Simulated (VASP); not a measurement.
Computed with PBE GGA with D3 dispersion (zero damping), VASP's PBE PAW potentials (set 64) (plane waves; VASP).

VASP input:

POSCAR:
```
Cr
1
    2.8318035754    -0.0000000000     0.0000000000
   -0.0000000000     2.8318035754    -0.0000000000
    0.0000000000     0.0000000000     2.8318035754
Cr
2
Direct
  0.0000000000   0.0000000000   0.0000000000
  0.5000000000   0.5000000000   0.5000000000
```

INCAR:
```
SYSTEM = Cr
PREC = Accurate; ENCUT = 520; LREAL = .FALSE.
LASPH = .TRUE.
EDIFF = 1E-6; NELM = 100; ALGO = Normal
LMAXMIX = 4
ISMEAR = 1; SIGMA = 0.1
GGA = PE; IVDW = 11
MAGMOM = 0.9 -0.9
ISPIN = 2
IBRION = 2; NSW = 60; ISIF = 3
EDIFFG = -0.01
LWAVE = .FALSE.; LCHARG = .FALSE.; LORBIT = 10
```

KPOINTS:
```
Automatic
0
Gamma
  12 12 12
0 0 0
```

POTCAR, in this order: Cr_pv (PBE.64 set). Program: vasp_std.

Task: Predict the energy per atom (σ→0), cell moment, dispersion energy, volume per atom, band gap (on the k-mesh).

Result: 
```json
{
 "energy per atom (σ→0)": "-9.948 eV/atom",
 "cell_moment": "0.00 μB",
 "dispersion_energy": "-0.855 eV",
 "band gap (on the k-mesh)": "none (metal, semimetal or under 0.01 eV)",
 "volume_per_atom": "11.33 Å³/atom"
}
```

OSZICAR:
```
...
DAV:   6    -0.190410446753E+02   -0.12230E-06   -0.45928E-06  5480   0.159E-02
   2 F= -.19896617E+02 E0= -.19896772E+02  d E =-.340497E-04  mag=    -0.0000
       N       E                     dE             d eps       ncg     rms          rms(c)
DAV:   1    -0.190420296270E+02   -0.98507E-03   -0.43509E-03  5632   0.994E-01    0.121E-01
DAV:   2    -0.190418372288E+02    0.19240E-03   -0.12689E-03  5728   0.402E-01    0.319E-02
DAV:   3    -0.190418348684E+02    0.23604E-05   -0.13051E-05  5800   0.460E-02    0.184E-02
DAV:   4    -0.190418340829E+02    0.78546E-06   -0.66200E-07  2752   0.112E-02
   3 F= -.19896628E+02 E0= -.19896781E+02  d E =-.446533E-04  mag=     0.0000
```

The compound is Cr in the bcc, AFM order structure. This run relaxes it. Symmetry was kept, so distortions that lower it aren't found. The start is the result of an earlier pass.
